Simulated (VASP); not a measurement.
A VASP calculation is set up with these files.

**INCAR**
```
# general
SYSTEM  = CuZn
PREC    = Accurate
ENCUT   = 520
LREAL   = .FALSE.
LASPH   = .TRUE.

# electronic loop
EDIFF   = 1E-7
NELM    = 100
ALGO    = Normal
LMAXMIX = 4

# smearing
ISMEAR  = 1
SIGMA   = 0.1

# functional
GGA     = RP

# ions
ISIF    = 2

# output
LWAVE   = .FALSE.
LCHARG  = .FALSE.
```

KPOINTS:
```
Automatic mesh
0
Gamma
12 12 12
0 0 0
```

File POSCAR:
```
CuZn
2.9440810
  1.0000001212   0.0000000000   0.0000000000
  0.0000000000   1.0000001212   0.0000000000
  0.0000000000   0.0000000000   1.0000001212
Zn Cu
1 1
Direct
  0.5000000000   0.5000000000   0.5000000000
  0.0000000000   0.0000000000   0.0000000000
```

POTCAR, in this order: Zn Cu (PBE.64 set). Program: vasp_std.

Question: Write an equivalent input for Quantum ESPRESSO's pw.x.

Answer: One equivalent input (not run):
```
&CONTROL
  calculation = 'scf'
  pseudo_dir = './pseudo'
  outdir = './out'
  tprnfor = .true.
  tstress = .true.
/
&SYSTEM
  ibrav = 0
  nat = 2
  ntyp = 2
  ecutwfc = 92
  occupations = 'smearing'
  smearing = 'methfessel-paxton'
  degauss = 0.00735
  input_dft = 'rpbe'
/
&ELECTRONS
  conv_thr = 7.3e-09
  electron_maxstep = 100
/
ATOMIC_SPECIES
  Zn 65.380 Zn.upf
  Cu 63.546 Cu.upf
CELL_PARAMETERS angstrom
     2.9440814    0.0000000    0.0000000
     0.0000000    2.9440814    0.0000000
     0.0000000    0.0000000    2.9440814
ATOMIC_POSITIONS crystal
  Zn   0.5000000  0.5000000  0.5000000
  Cu   0.0000000  0.0000000  0.0000000
K_POINTS automatic
  12 12 12 0 0 0
```
What does not carry over: the potentials are each code's own (VASP's PAW set, PseudoDojo norm-conserving files in pw.x), so ENCUT and ecutwfc are chosen apart and not converted; conv_thr bounds pw.x's estimated SCF error, while EDIFF bounds the energy change between steps.

The compound is CuZn in the CsCl type structure. This cell is one point of a volume scan, at 0.94 of the reference volume.
